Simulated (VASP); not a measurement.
Given:

```xyz
3
Lattice="2.1218 -3.6751 0.0000 2.1218 3.6751 0.0000 0.0000 0.0000 7.4082" Properties=species:S:1:pos:R:3 pbc="T T T"
Cd     0.0000     0.0000     0.0000
I      2.1218     1.2250     1.7540
I      2.1218    -1.2250     5.6542
```

Level of theory: PBE GGA, VASP's PBE PAW potentials (set 64) (plane waves; VASP). Numerical set-up: 480 eV cut-off, 6×6×4 Γ-centred mesh, Gaussian smearing of 0.050 eV, potentials Cd I.

Without a dispersion term in the relaxation, distances and binding between the weakly bound layers, chains or molecules are unreliable, and so is what depends on them.

Q: Estimate the energy per atom (σ→0).

A: 
The energy per atom (σ→0) is -1.843 eV/atom.

Total energies compare only between runs with the same potentials, cut-off and functional.

The compound is CdI2 in the 1T layered structure. This cell was strained or had an atom moved on purpose. Symmetry was kept, so distortions that lower it aren't found.
